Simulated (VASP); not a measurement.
Level of theory: PBEsol GGA, VASP's PBE PAW potentials (set 64) (plane waves; VASP).

VASP ran on this input.

KPOINTS:
```
Automatic
0
gamma
 10 10 10
```

**INCAR**
```
SYSTEM = Tm
PREC = Accurate
ENCUT = 400
EDIFF = 1E-6
NELM = 100
ALGO = Normal
LREAL = .FALSE.
LASPH = .TRUE.
ISMEAR = 1
SIGMA = 0.1
GGA = PS
LMAXMIX = 6
LWAVE = .FALSE.
LCHARG = .FALSE.
IBRION = 2
ISIF = 3
NSW = 60
EDIFFG = -0.01
```

File POSCAR:
```
Tm
1
    3.2325310000     0.0000000000     0.0000000000
    0.0000000000     3.2325310000     0.0000000000
    0.0000000000     0.0000000000     3.2325310000
Tm
1
Direct
  0.0000000000   0.0000000000   0.0000000000
```

POTCAR, in this order: Tm_3 (PBE.64 set). Program: vasp_std.

The 4f electrons are frozen in the core of the lanthanide potential, so 4f levels, which can set the real gap, and their magnetism are missing. Energy and stress use the plane-wave basis of the starting cell.

Q: Predict the energy per atom (σ→0), volume per atom, band gap (on the k-mesh).

A: 
```yaml
energy per atom (σ→0): -4.057 eV/atom
band gap (on the k-mesh): none (metal, semimetal or under 0.01 eV)
volume_per_atom: 31.04 Å³/atom
```

OSZICAR:
```
...
       N       E                     dE             d eps       ncg     rms          rms(c)
DAV:   1    -0.405963214739E+01   -0.31901E-02   -0.61305E-02   928   0.306E+00    0.318E-01
DAV:   2    -0.405743870152E+01    0.21934E-02   -0.27927E-03  1336   0.615E-01    0.135E-01
DAV:   3    -0.405675828398E+01    0.68042E-03   -0.19737E-03  1320   0.499E-01    0.485E-02
DAV:   4    -0.405676387412E+01   -0.55901E-05   -0.32466E-05  1104   0.559E-02    0.162E-02
DAV:   5    -0.405676595110E+01   -0.20770E-05   -0.86978E-06  1256   0.303E-02    0.389E-03
DAV:   6    -0.405676553223E+01    0.41887E-06   -0.11713E-07   488   0.314E-03
   3 F= -.40567655E+01 E0= -.40568119E+01  d E =-.228874E-01
```

The structure was generated: Tm was put into the simple-cubic type (Pm-3m), which need not be its known phase. This run relaxes it. Symmetry was kept, so distortions that lower it aren't found.
